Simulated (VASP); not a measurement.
Method: PBEsol GGA, VASP's PBE PAW potentials (set 64) (plane waves; VASP 6.6.1).

The input files of a VASP run:

### KPOINTS
```
Automatic mesh
0
Gamma
8 8 8
0 0 0
```

**INCAR**
```
# general
SYSTEM = Si
PREC   = Accurate
ENCUT  = 520   # plane-wave cut-off (eV)
LREAL  = F   # projection in real space or not
LASPH  = T   # aspherical one-centre terms

# electronic loop
EDIFF  = 1E-6   # SCF stop (eV)
NELM   = 100   # most electronic steps
ALGO   = Normal

# smearing
ISMEAR = 0
SIGMA  = 0.05   # width (eV)

# functional
GGA    = PS   # PBEsol

# ions
IBRION = 2   # conjugate gradients
NSW    = 60
ISIF   = 3   # ions, shape and volume
EDIFFG = -0.01

# output
LWAVE  = F
LCHARG = F
```

File POSCAR:
```
Si
1
    0.0000000000     2.7155000000     2.7155000000
    2.7155000000     0.0000000000     2.7155000000
    2.7155000000     2.7155000000     0.0000000000
Si
2
Direct
  0.0000000000   0.0000000000   0.0000000000
  0.2500000000   0.2500000000   0.2500000000
```

POTCAR, in this order: Si (PBE.64 set). Program: vasp_std.

Output

OSZICAR:
```
       N       E                     dE             d eps       ncg     rms          rms(c)
DAV:   1     0.574087532830E+01    0.57409E+01   -0.31705E+03   464   0.760E+02
DAV:   2    -0.114481724400E+02   -0.17189E+02   -0.16056E+02   728   0.813E+01
DAV:   3    -0.117119291829E+02   -0.26376E+00   -0.26376E+00   592   0.121E+01
DAV:   4    -0.117132252915E+02   -0.12961E-02   -0.12961E-02   728   0.880E-01
DAV:   5    -0.117132314623E+02   -0.61708E-05   -0.61708E-05   608   0.333E-02    0.497E+00
DAV:   6    -0.115587804744E+02    0.15445E+00   -0.97982E-02   584   0.159E+00    0.298E+00
DAV:   7    -0.114885297009E+02    0.70251E-01   -0.17141E-01   584   0.219E+00    0.190E-01
DAV:   8    -0.114889818552E+02   -0.45215E-03   -0.43435E-03   528   0.503E-01    0.705E-02
DAV:   9    -0.114890356997E+02   -0.53844E-04   -0.83545E-05   688   0.769E-02    0.516E-02
DAV:  10    -0.114890462134E+02   -0.10514E-04   -0.11114E-05   560   0.245E-02    0.102E-02
DAV:  11    -0.114890459207E+02    0.29277E-06   -0.21944E-07   440   0.334E-03
   1 F= -.11489046E+02 E0= -.11489046E+02  d E =-.114890E+02
       N       E                     dE             d eps       ncg     rms          rms(c)
DAV:   1    -0.114892154650E+02   -0.16925E-03   -0.46967E-03   552   0.392E-01    0.659E-02
DAV:   2    -0.114891275054E+02    0.87960E-04   -0.80009E-05   600   0.604E-02    0.395E-02
DAV:   3    -0.114890828561E+02    0.44649E-04   -0.97340E-05   536   0.499E-02    0.118E-02
DAV:   4    -0.114890826371E+02    0.21897E-06   -0.90492E-07   456   0.877E-03
   2 F= -.11489083E+02 E0= -.11489083E+02  d E =-.367165E-04
       N       E                     dE             d eps       ncg     rms          rms(c)
DAV:   1    -0.114891508276E+02   -0.67972E-04   -0.88866E-04   544   0.171E-01    0.274E-02
DAV:   2    -0.114891347192E+02    0.16108E-04   -0.15047E-05   576   0.263E-02    0.164E-02
DAV:   3    -0.114891276478E+02    0.70714E-05   -0.18455E-05   536   0.217E-02    0.523E-03
DAV:   4    -0.114891277340E+02   -0.86210E-07   -0.15393E-07   232   0.377E-03
   3 F= -.11489128E+02 E0= -.11489128E+02  d E =-.818133E-04
```

### OUTCAR
```
------------------------ aborting loop because EDIFF is reached ----------------------------------------
  FORCE on cell =-STRESS in cart. coord.  units (eV):
  Direction    XX          YY          ZZ          XY          YZ          ZX
  --------------------------------------------------------------------------------------
  Total        0.0011131      0.0011131      0.0011131      0.0000000      0.0000000     -0.0000000
  in kB        0.0444132      0.0444132      0.0444132      0.0000000      0.0000000     -0.0000000
  external PRESSURE =       0.0444132 kB  Pullay stress =       0.0000000 kB
  volume of cell :       40.15
      direct lattice vectors                 reciprocal lattice vectors
     0.000000000  2.717874044  2.717874044    -0.183967319  0.183967319  0.183967319
     2.717874044  0.000000000  2.717874044     0.183967319 -0.183967319  0.183967319
     2.717874044  2.717874044  0.000000000     0.183967319  0.183967319 -0.183967319
 POSITION                                       TOTAL-FORCE (eV/Angst)
 -----------------------------------------------------------------------------------
      0.00000      0.00000      0.00000         0.000000     -0.000000      0.000000
      1.35894      1.35894      1.35894        -0.000000      0.000000     -0.000000
 -----------------------------------------------------------------------------------
    total drift:                               -0.000000     -0.000000     -0.000000
  FREE ENERGIE OF THE ION-ELECTRON SYSTEM (eV)
  ---------------------------------------------------
  free  energy   TOTEN  =       -11.4891277340 eV

  energy  without entropy=      -11.4891277340  energy(sigma->0) =      -11.48912773

 reached required accuracy - stopping structural energy minimisation
```
(Selected blocks of OUTCAR.)

**CONTCAR**
```
Si
   1.00000000000000
     0.0000000000000000    2.7178740441988047    2.7178740441988047
     2.7178740441988047    0.0000000000000000    2.7178740441988047
     2.7178740441988047    2.7178740441988047    0.0000000000000000
  Si
     2
Direct
     0.0000000000000000    0.0000000000000000    0.0000000000000000
     0.2500000000000000    0.2500000000000000    0.2500000000000000
```

The compound is Si in the diamond structure. This run relaxes it. Symmetry was kept, so distortions that lower it aren't found.
